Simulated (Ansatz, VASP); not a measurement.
# One calculation of Bi2TeIr2, two programs

```
Bi Ir Te
1.0
     3.99675    0.00000    0.00000
    -1.99838    3.46129    0.00000
    -1.99838    1.15376    9.27989
Bi Ir Te
2 2 1
Direct
  0.39806 0.60194 0.19418
  0.60194 0.39806 0.80582
  0.21160 0.78840 0.63480
  0.78840 0.21160 0.36520
  0.00000 0.00000 0.00000
```

The cell was built by a generator and needn't be a form met in nature.

Alike in both runs: task single point; functional PBE; k mesh 10 × 10 × 10; no spin polarisation.

|  | VASP | Ansatz |
| --- | --- | --- |
| version | VASP 6.6.1 | Ansatz 0.2.0 |
| potentials or method | VASP PAW PBE potentials, release 64 (Bi_d, Ir, Te) | PAW plane waves |
| plane-wave cutoff (eV) | 520 | 420 |
| occupations | fermi-dirac, width 0.1 eV | fermi-dirac |
| valence electrons in the cell | 54 | 80 |

|  | VASP | Ansatz | Ansatz less VASP |
| --- | --- | --- | --- |
| pressure (GPa) | 2.4 | 2.3 | -0.11 |
| largest component of the traceless stress (GPa) | 0.78 | 0.79 | +0.008 |
| rms of the force components (eV/Å) | 1.451 | 1.455 | +0.0037 |

Atom by atom the forces differ by 0.005 eV/Å (rms over components). The two sets of potentials don't hold the same shells in valence. Ansatz warned: «structure_snapped_to_symmetry».

Caveats: forces of over 1 eV/Å show positions far from the minimum, so gaps and moduli don't describe the material at rest.
